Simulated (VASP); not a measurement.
Input:

```yaml
crystal:
  lattice:
    - [2.15631, -3.73484, 0.00000]
    - [2.15631, 3.73484, 0.00000]
    - [0.00000, 0.00000, 7.03229]
  atoms:
    - { symbol: Cd, position: [0.66667, 0.33333, 0.50002] }
    - { symbol: Cd, position: [0.33333, 0.66667, 0.00002] }
    - { symbol: Se, position: [0.66667, 0.33333, 0.87598] }
    - { symbol: Se, position: [0.33333, 0.66667, 0.37598] }
```

Level of theory: PBEsol GGA, VASP's PBE PAW potentials (set 64) (plane waves; VASP 6.6.1). Numerical set-up: 520 eV cut-off, Gaussian smearing of 0.050 eV, potentials Cd Se.

Q: Give the energies of bands 13 to 21 at the high-symmetry points, in eV from the valence-band maximum.

A: 
```tsv
band	Γ	M	K	A	L	H
13	-4.40	-4.24	-3.83	-2.69	-4.24	-4.13
14	-0.77	-3.67	-3.83	-2.69	-4.24	-4.13
15	-0.77	-2.67	-3.07	-0.40	-1.37	-2.46
16	-0.05	-1.86	-1.89	-0.40	-1.37	-2.46
17	0.00	-1.35	-1.89	-0.40	-1.35	-1.12
18	0.00	-0.76	-1.69	-0.40	-1.35	-1.12
19	0.53	3.12	4.11	2.26	2.82	3.66
20	2.09	3.22	4.71	2.26	2.82	3.66
21	5.78	4.67	4.71	5.74	4.75	5.69
```

The gap is direct, 0.53 eV, from the valence maximum at Γ to the conduction minimum at Γ.

Measured: gap 1.73 eV (computed value off by -1.20 eV), as given by Abedi et al., (2022), arXiv:2211.14644.

The compound is CdSe in the wurtzite structure. It was relaxed first.
